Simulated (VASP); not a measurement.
Input:

```
CELL_PARAMETERS angstrom
     -0.00585     4.83347     4.83954
      4.83347    -0.00585     4.83954
      2.41381     2.41381     0.00000
ATOMIC_POSITIONS crystal
  In 0.99860 0.99860 0.00280
  In 0.99919 0.50154 0.99927
  In 0.50154 0.99919 0.99927
  N  0.12510 0.12510 0.24980
  N  0.15569 0.61505 0.22926
  N  0.61505 0.15569 0.22926
  N  0.60581 0.60581 0.28837
  Al 0.49901 0.49901 0.00197
```

Method: PBEsol GGA, VASP's PBE PAW potentials (set 64) (plane waves; VASP). Numerical set-up: 520 eV cut-off, 4×4×7 Γ-centred mesh, Gaussian smearing of 0.050 eV, potentials In_d N Al.

Unless said otherwise, spin-orbit coupling is left out, though it shifts the bands of the heavy elements here.

Task: What does the run give for the energy per atom (σ→0), band gap (on the k-mesh) with the smallest direct gap where there is one?

Result: 
| Quantity | Value |
|---|---|
| band gap (on the k-mesh) | 0.17 eV |
| smallest direct gap (on the k-mesh) | 0.17 eV |
| energy per atom (σ→0) | -6.223 eV/atom |

Only differences to runs with the same potentials and settings are physical.

The structure was generated: AlIn3N4 was put into an ordered model structure (Amm2), which need not be its known phase. It was relaxed first. The start is the result of an earlier pass.
